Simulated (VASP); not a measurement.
Consider the following.

```
CELL_PARAMETERS angstrom
     -1.68300     1.68300     1.68300
      1.68300    -1.68300     1.68300
      1.68300     1.68300    -1.68300
ATOMIC_POSITIONS crystal
  Ta 0.00000 0.00000 0.00000
```

Calculation: PBE GGA with D3 dispersion (Becke-Johnson damping), VASP's PBE PAW potentials (set 64) (plane waves; VASP). Settings: 400 eV cut-off, 14×14×14 Γ-centred mesh, first-order Methfessel-Paxton smearing of 0.10 eV, potentials Ta_pv.

Unless said otherwise, spin-orbit coupling is left out, though it shifts the bands of the heavy elements here.

### Question
Predict the energy per atom (σ→0), pressure, band gap (on the k-mesh) with the smallest direct gap where there is one.

### Answer

```yaml
band gap (on the k-mesh): none (metal, semimetal or under 0.01 eV)
energy per atom (σ→0): -12.424 eV/atom
pressure: -13.45 GPa
```

The absolute energy has meaning only against runs of the same code, potentials and settings.

The compound is Ta in the bcc structure. The cell was not relaxed at this level. The run is one of a series of settings (IVDW = 12 against the base run), some of them coarse on purpose.
